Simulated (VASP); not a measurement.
Data:

```xyz
2
Lattice="2.9273 0.0000 0.0000 0.0000 2.9273 0.0000 0.0000 0.0000 2.9273" Properties=species:S:1:pos:R:3 pbc="T T T"
Ti     0.0000     0.0000     0.0000
Co     1.4637     1.2637     1.4637
```

Computed with PBEsol GGA, VASP's PBE PAW potentials (set 64) (plane waves; VASP 6.6.1). Run with 480 eV cut-off, 12×12×12 Γ-centred mesh, first-order Methfessel-Paxton smearing of 0.10 eV, potentials Ti_sv Co.

Which forces act on the atoms, in eV/Å?

| atom | Fx | Fy | Fz |
|---|---|---|---|
| Ti1 | 0.000 | -0.990 | 0.000 |
| Co2 | 0.000 | 0.990 | 0.000 |

Give the stress tensor in GPa (positive for a compressed cell).

```
3.76  0.00  0.00
0.00  1.25  0.00
0.00  0.00  3.76
```
The pressure is its mean diagonal, 2.92 GPa.

The compound is TiCo in the CsCl type structure. This cell was strained or had an atom moved on purpose. The run is not spin-polarised, so no magnetic state was tried. The electron count is odd and the run is not spin-polarised, which forces a metal.
